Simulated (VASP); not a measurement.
Energy against volume of MnS (rock salt, AFM-II order). Calculation: PBEsol GGA, VASP's PBE PAW potentials (set 64) (plane waves; VASP). Settings: 520 eV cut-off, 7×7×7 Γ-centred mesh, Gaussian smearing of 0.050 eV, potentials Mn_pv S.

Shape and ions are relaxed at each volume.

```json
[
 {"V (Å³/atom)": "15.506", "E (eV/atom)": "-7.52522"},
 {"V (Å³/atom)": "15.985", "E (eV/atom)": "-7.52889"},
 {"V (Å³/atom)": "16.465", "E (eV/atom)": "-7.52501"},
 {"V (Å³/atom)": "16.945", "E (eV/atom)": "-7.51452"}
]
```

Task: Fit these four points and predict the energy of the run at 15.026 Å³/atom.

Result: A cubic in V^(−2/3), the third-order Birch-Murnaghan form, passes through the four points with V0 = 15.97 Å³/atom and B0 = 84 GPa, and gives -7.5129 eV/atom there. The run gave -7.5131 eV/atom, -0.2 meV/atom from the fit; all five points give B0 = 84 GPa.

The compound is MnS in the rock salt, AFM-II order structure. It was relaxed first, which changed the volume by -10 %.
